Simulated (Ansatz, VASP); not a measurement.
**MoS2: VASP beside Ansatz**

One calculation is typed for both programs; each brings its own data sets. How far apart do they land? The cell is taken from a series of runs on this material, whose earlier steps may have relaxed, scaled, displaced or heated it; both programs get it as it stands.

Program: Ansatz 0.2.0. Level of theory: plane waves, with VASP 6.6.1 beside it; PBE0 form with 50 % exact exchange with an exact-exchange share of 0.5. Results are calculated unless marked as measured.

## (1) Set-up

It takes space group P6_3/mmc (No. 194, hexagonal). The conventional cell has a = 3.169 Å, b = 3.169 Å, c = 12.324 Å, α = 90.00°, β = 90.00°, γ = 120.00°. Nearest to Mo lie 6 S at 2.41 Å. S has 3 Mo at 2.41 Å nearest. Farther neighbours and most contacts between anions are not listed.

## (2) Ansatz: G0W0 gap, PBE0 form with 50 % exact exchange with an exact-exchange share of 0.5

Ansatz runs on its default PAW (the set named soft_2) files.

Quasiparticle shifts depend on high empty states and on the cores, so they are the hardest test of two PAW sets.

Contents of input.yaml:

```yaml
crystal:
  lattice:
    - [3.169, 0.0, 0.0]
    - [-1.5845, 2.7444345046, 0.0]
    - [0.0, 0.0, 12.324]
  atoms:
    - { symbol: Mo, position: [0.3333333333, 0.6666666667, 0.25] }
    - { symbol: Mo, position: [0.6666666667, 0.3333333333, 0.75] }
    - { symbol: S, position: [0.3333333333, 0.6666666667, 0.623] }
    - { symbol: S, position: [0.6666666667, 0.3333333333, 0.123] }
    - { symbol: S, position: [0.3333333333, 0.6666666667, 0.877] }
    - { symbol: S, position: [0.6666666667, 0.3333333333, 0.377] }
kpoints:
  mp_grid: { grid: [6, 6, 2] }
hamiltonian:
  xc: { exchange: pbe, correlation: pbe, exx: { coeff: 0.5 } }
scf:
  occupations: { method: fixed }
gw:
  n_empty_bands: 447
  ecut_chi: 150.0
  qp_bands: [v2, c2]
  qp_kpoints: band_edges
  screening: { model: contour_deformation }
```

The run is started by

```
> ansatz run input.yaml --threads 3 --pin off --max-ram 92160MiB --backend cuda --devices 1 --max-vram 13GiB --events-out ev --progress --plain --runs-dir out
```

Numbers of over 12 decimals in the logs are rounded to 6 here.

What it wrote:

```text
GPUs: using 1 of 1 available (devices: 1).
Engine: ansatz 0.2.0, x86_64-unknown-linux-gnu
Pseudopotentials: kind: paw
Pseudopotential: Mo, paw, valence charge 14, recommended cutoff 420 eV (normal), Mo.paw.azcp
Pseudopotential: S, paw, valence charge 6, recommended cutoff 420 eV (normal), S.paw.azcp
Functional definition: unnamed
  parameter a_1 = 0.5
  exchange = (1 - a_1)*pbe_x + a_1*exact_x
  correlation = pbe_c
davidson cushion auto → on  (no smearing: the cushion is to keep the highest requested band from converging to the state above it; pin scf.eigensolver.cushion to override)
device memory: the entry about to start is reckoned to put 1.1 GiB on a device that reports 51.2 GiB free (of which the cap on the GPU budget leaves the run 13.0 GiB)
GPU FFT provider: cuFFT
GPU libraries: cuBLAS 13.8.2, cuFFT 12.4.0, cuSOLVER 12.3.4
Crystal: 6 atoms, lattice volume = 107.183 Å³
Basis set: ecut = 420 eV, 2081 PW (Γ)
Bands: 32, of which v1, the nominal top of the filled ones, is band 26 counted from 1 (25 counted from 0)
Symmetry: 24 space group operations
Space group: P63/mmc (ITA 194), of the structure as read, at distance tolerance 4.8e-5 Å
k-points: 14 of 72
Non-local potential: Mo, projectors of the file, l = 0: 3, l = 1: 2, l = 2: 2, l = 3: 1
Non-local potential: S, projectors of the file, l = 0: 2, l = 1: 2, l = 2: 2
PAW form: soft (Blöchl's): semilocal exchange-correlation on the pseudo side does not see the compensation charge
PAW frozen core: Mo, regenerated for the run's functional, and the local potential with it (the file was generated under x = pbe(κ = 0.804, μ = 0.219515), c = pbe(β = 0.066725))
PAW frozen core: S, regenerated for the run's functional, and the local potential with it (the file was generated under x = pbe(κ = 0.804, μ = 0.219515), c = pbe(β = 0.066725))
PAW one-centre angular grid: Mo, 590 points (default); XC on 64 Gauss nodes
PAW one-centre angular grid: S, 110 points (default); XC on 64 Gauss nodes
Initial density: superposition of atomic densities (neutral atoms: chi_scale 0, normalization atom), corrected by the library's trained network
Initial wavefunctions: pseudopotential atomic-orbital guess
GPU buffer pool allocated for 51840 grid points (all kernels)
GPU transforms: local potential and band sums: pruned to the plane-wave sphere, on 24×24×90
Functional: x = pbe(κ = 0.804, μ = 0.219515), c = pbe(β = 0.066725), warm-up for x = 0.5 pbe(κ = 0.804, μ = 0.219515) + 0.5 exact, c = pbe(β = 0.066725)
SCF iter   1: F=—  HF=-13525.519936 eV  |F-HF|=—  |Δ(HF+E_count)|=         —  Δρ=5.74e-3  dr2=1.02e-2  ethr=1.77e-3  ⟨swp⟩=5.7  Hψ=1935  notcnv=0
preconditioner: auto → none  [insulator: Δε(μ)=0.883 eV  Ē_g=7.762 eV  n_scr=26 (ndim 8)  ℏωp=21.5 eV  f_vac=0.016]
SCF iter   2: F=—  HF=-13525.530907 eV  |F-HF|=—  |Δ(HF+E_count)|=   1.10e-2  Δρ=3.36e-3  dr2=1.31e-2  ethr=1.97e-5  ⟨swp⟩=4.1  Hψ=1453  notcnv=0
SCF iter   3: F=—  HF=-13525.534533 eV  |F-HF|=—  |Δ(HF+E_count)|=   3.63e-3  Δρ=3.15e-3  dr2=2.26e-2  ethr=1.97e-5  ⟨swp⟩=3.9  Hψ=1236  notcnv=0
SCF iter   4: F=—  HF=-13525.531993 eV  |F-HF|=—  |Δ(HF+E_count)|=   2.54e-3  Δρ=1.71e-3  dr2=1.25e-3  ethr=1.97e-5  ⟨swp⟩=3.0  Hψ=1082  notcnv=0
iter 5 solved again at ethr=2.64e-8 eV; its pass at ethr=2.41e-6 eV (dr2=1.37e-5 eV) is discarded
SCF iter   5: F=-13525.533328 eV  HF=-13525.533334 eV  |F-HF|=5.79e-6  |Δ(HF+E_count)|=   1.34e-3  Δρ=1.15e-4  dr2=1.49e-5  ethr=2.64e-8  ⟨swp⟩=3.8  Hψ=2403  notcnv=0  defer=1
SCF 1 stopped early in 5 iterations: F = -13525.533328 eV  dr2 = 1.49e-5
  greatest PAW one-centre occupation: 0.998 electrons in one spin orbital (limit 2), on the Mo atom at site 1 (counted from 0), in its partial waves of l = 0
device memory: the entry about to start is reckoned to put 1.4 GiB (of the 1.5 GiB reckoned in all, the device holds 0.1 GiB already) on a device that reports 48.9 GiB free (of which the cap on the GPU budget leaves the run 12.9 GiB)
GPU FFT provider: cuFFT
GPU libraries: cuBLAS 13.8.2, cuFFT 12.4.0, cuSOLVER 12.3.4
Initial density: handed on by an earlier stage of this run
Initial wavefunctions: those handed on with the density
GPU buffer pool allocated for 51840 grid points (all kernels)
GPU transforms: local potential and band sums: pruned to the plane-wave sphere, on 24×24×90
Functional: x = 0.5 pbe(κ = 0.804, μ = 0.219515) + 0.5 exact, c = pbe(β = 0.066725)
Exchange kernel: α = 0.5000, full range, Wigner–Seitz truncation, v(0) = 13288.1006 eV·Å³, q-mesh 6×6×2, nearest image of the exchange supercell L = 19.01 Å, pair-density grid 15×15×60, without the augmentation charges, whose exchange is taken in its separable form by FFT convolution over the k-point mesh (sized by the pseudopotential files, 20×20×90 at the most), smooth part of the exact exchange by density-matrix convolution in up to 3.02 GiB of GPU memory as planned if the GPU has room (build and FFT work areas not counted)
[...]
Frozen-core exchange: fock
SCF iter   1: F=—  HF=-13537.839571 eV  |F-HF|=—  |Δ(HF+E_count)|=         —  Δρ=1.59e-5  dr2=9.72e-8  ethr=1.15e-8  ⟨swp⟩=3.1  Hψ=1159  notcnv=0
preconditioner: auto → none  [insulator: Δε(μ)=3.348 eV  Ē_g=12.029 eV  n_scr=26 (ndim 8)  ℏωp=21.5 eV  f_vac=0.015]
[...]
Exchange-term sweep: 11 of 14 (spin, k) points
Exchange-term sweep: 12 of 14 (spin, k) points
Exchange-term sweep: 13 of 14 (spin, k) points
Exchange-term sweep: 14 of 14 (spin, k) points
G₀W₀ screening: q 1/14
[... further progress lines ...]
hybrid SCF converged: 3 outer / 18 inner (+5 warm-up), last move |dexx| = 1.86e-7 eV, tail = 1.07e-7 eV
Stability not checked: this state was not tested for a lower state beside it, because the functional holds exact exchange (a hybrid, or Hartree-Fock), whose exchange loop this test does not read (fock_operator; see scf.lower_state_search)
Free energy (F): -13537.839571 eV
Frozen-core exchange: fock
Harris-Foulkes:  -13537.839571 eV  (|F-HF|=3.54e-8)
Internal energy: -13537.839571 eV  (E = F + TS)
E sigma→0 (E₀):  -13537.839571 eV
Fermi energy:    9.406146 eV
--- Per-component energies (eV) ---
  E_band       = -537.278040
  E_kinetic    = 1302.764730
  E_local      = -3885.818201  (includes V_loc(G=0)·N_el)
  E_nonlocal   = 389.329453
  E_hartree    = 1486.834716
  E_xc         = -411.012689
  E_vxc        = -441.834275  (∫ρ·V_xc dr)
  E_exx        = -300.095471  (= α·E_x^exact, valence–valence)
  E_paw        = -8856.230548  (= ΣΔE_a)
  E_vpaw       = -275.205403  (= ΣTr[D̂ρ^β])
  E_aug_tail   = 0.000084  (compensation charges beyond the density's cutoff)
  E_ewald      = -3261.216446
  E_core_change = -2.395198  (= ΣΔE_core)
  E_smearing   = -0.000000  (= −TS)
  E_closure    = -0.000000  (closes the sum)
  Σ components = -13537.839571   (vs F -13537.839571, Δ=0.00e0)
--- Band table (eV; the first three rows and the last of 14) ---
  k-point 0: bands = [... 22 lower, 6.8859, 7.7075, 7.9906, 9.4061, 14.4554, 14.4554, 14.4952]
  k-point 1: bands = [... 22 lower, 6.8542, 6.8542, 9.0398, 9.0398, 14.4568, 14.4568, 14.4568]
  k-point 2: bands = [... 22 lower, 6.7841, 7.7597, 7.9157, 8.4768, 13.6391, 14.0463, 14.2203]
  k-point 13: bands = [... 22 lower, 5.6477, 5.6477, 8.7848, 8.7848, 12.7556, 12.7556, 14.7399]
  guard bands above this table: 3 of the run's 32 bands. The solve was not asked for them (output.publish_guard_bands: true or output.eigenvalues: true publishes all)
--- G₀W₀: contour deformation, 6 samples at zero and on the imaginary axis and 1 off it, 72 q-points, 447 empty bands' worth ---
  eigenvalues of the whole cell's RPA ε∞ on this k-mesh (on a slab, of 1 + 4πα/V) = 3.9643, 7.8603, 7.8603; static W/v taken at q = 0 is 0.135881
  bands read: the sum over 473 bands ends inside a degenerate multiplet in 7 slots, whose members it reads at an even weight; the widest, k=1: bands 473 to 474 (counted from 1) at 1/2 each
  gw.qp_kpoints: band_edges: 11 of 14 stored k-points solved, in 1 pass; an edge of the gap read off the rows below is read off those points alone
    valence top: of the k-points left out ik 6 came nearest to being solved in a further pass, in band 26 (counted from 1, as in the quasiparticle table): it holds the edge there only if its correction is more favourable than any solved in that band by at least 1.412 eV; those differ by 0.285 eV
    conduction bottom: of the k-points left out ik 5 came nearest to being solved in a further pass, in band 27 (counted from 1, as in the quasiparticle table): it holds the edge there only if its correction is more favourable than any solved in that band by at least 0.751 eV; those differ by 0.296 eV
    ik  band        ε_KS         Σx   Σc(E_QP)       V_xc       Z   E_QP_lin       E_QP  E_QP is
     0    25      7.9906   -18.8139     0.8730   -18.9535  0.8091     8.9971     9.0032  root
     0    26      9.4061   -19.8608     0.5516   -20.1650  0.8132    10.2587    10.2619  root
     0    27     14.4554   -13.3765    -4.0820   -16.6705  0.8127    13.6717    13.6675  root
     0    28     14.4554   -13.3765    -4.0820   -16.6705  0.8127    13.6717    13.6675  root
     1    25      9.0398   -19.5557     0.7289   -19.7254  0.8137     9.9345     9.9383  root
     1    26      9.0398   -19.5557     0.7289   -19.7254  0.8137     9.9345     9.9383  root
     1    27     14.4568   -13.3387    -4.0628   -16.6116  0.8125    13.6711    13.6668  root
     1    28     14.4568   -13.3387    -4.0628   -16.6116  0.8125    13.6711    13.6668  root
     2    25      7.9157   -19.2256     0.9224   -19.3415  0.8079     8.9476     8.9540  root
     2    26      8.4768   -19.5105     0.7925   -19.6703  0.8112     9.4244     9.4291  root
     2    27     13.6391   -13.0598    -3.8192   -16.1092  0.8137    12.8732    12.8693  root
     2    28     14.0463   -13.6989    -3.8544   -16.7951  0.8083    13.2920    13.2880  root
     3    25      8.3712   -19.4748     0.8895   -19.5571  0.8112     9.3379     9.3430  root
     3    26      8.3712   -19.4748     0.8895   -19.5571  0.8112     9.3379     9.3430  root
     3    27     13.8982   -13.3402    -3.9119   -16.4713  0.8118    13.1215    13.1173  root
     3    28     13.8982   -13.3402    -3.9119   -16.4713  0.8118    13.1215    13.1173  root
     4    25      7.1906   -18.5710     1.0464   -18.6055  0.8078     8.2636     8.2714  root
     4    26      7.4604   -18.9436     1.0121   -19.0084  0.8084     8.5299     8.5373  root
     4    27     13.4785   -13.6748    -3.9253   -16.8497  0.8104    12.7318    12.7280  root
     4    28     13.6274   -14.8173    -4.0617   -18.1433  0.8049    12.8956    12.8918  root
     8    25      7.5699   -19.5890     0.9792   -19.6761  0.8062     8.6291     8.6362  root
     8    26      7.5831   -19.6305     0.9658   -19.7484  0.8052     8.6594     8.6668  root
     8    27     12.8578   -12.8404    -3.6502   -15.8069  0.8192    12.1768    12.1741  root
     8    28     13.8023   -13.9981    -4.0266   -17.2578  0.8076    13.0395    13.0354  root
[...]
12    25      8.6931   -18.7315     0.2528   -19.2912  0.8148     9.5029     9.5057  root
    12    26      8.8917   -19.1089     0.2124   -19.6951  0.8144     9.6877     9.6903  root
    12    27     12.7544   -15.8518    -3.5239   -18.8816  0.8093    12.2617    12.2603  root
    12    28     12.7544   -15.8518    -3.5239   -18.8816  0.8093    12.2617    12.2603  root
    13    25      8.7848   -18.8936     0.2317   -19.4670  0.8147     9.5873     9.5900  root
    13    26      8.7848   -18.8936     0.2317   -19.4670  0.8147     9.5873     9.5900  root
    13    27     12.7556   -15.8477    -3.5237   -18.8772  0.8093    12.2627    12.2614  root
    13    28     12.7556   -15.8477    -3.5237   -18.8772  0.8093    12.2627    12.2614  root
```

(Continued in part 2 of 2.)

[Lines on the potential files, build, host, timing and source positions are cut from VASP's logs without a mark.]

[Logs are printed without paths, hosts, clocks, repeated set-up lines and the standing remarks that a program may print on its own settings, such as how far it seeks lower states.]

[Hosts, paths, dates, database ids (printed as entryN), source tags and the programs' standing remarks are cut or masked in the printed files.]
